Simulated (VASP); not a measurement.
Data:

```
CELL_PARAMETERS angstrom
      0.00000     2.08590     2.08590
      2.08590     0.00000     2.08590
      2.08590     2.08590     0.00000
ATOMIC_POSITIONS crystal
  Ta 0.00000 0.00000 0.00000
```

Level of theory: r2SCAN meta-GGA, VASP's PBE PAW potentials (set 64) (plane waves; VASP). Settings: 400 eV cut-off, 14×14×14 Γ-centred mesh, first-order Methfessel-Paxton smearing of 0.10 eV, potentials Ta_pv.

Energy and stress use the plane-wave basis of the starting cell.

### Question
The ions, cell shape and volume are relaxed. Which structure does the run end with?

### Answer

```
CELL_PARAMETERS angstrom
      0.00000     2.10486     2.10486
      2.10486     0.00000     2.10486
      2.10486     2.10486     0.00000
ATOMIC_POSITIONS crystal
  Ta 0.00000 0.00000 0.00000
```
Space group Fm-3m (225), at a tolerance of 0.03 Å.

### Question
How do energy and volume change from the first to the last step?

### Answer
The energy (σ→0) changes by -8.8 meV/atom and the volume by +2.8 %, in 4 ionic steps.

The structure comes from a computed database's Ta entry (Fm-3m); how it stands against other phases isn't given here. This run relaxes it. Symmetry was kept, so distortions that lower it aren't found.
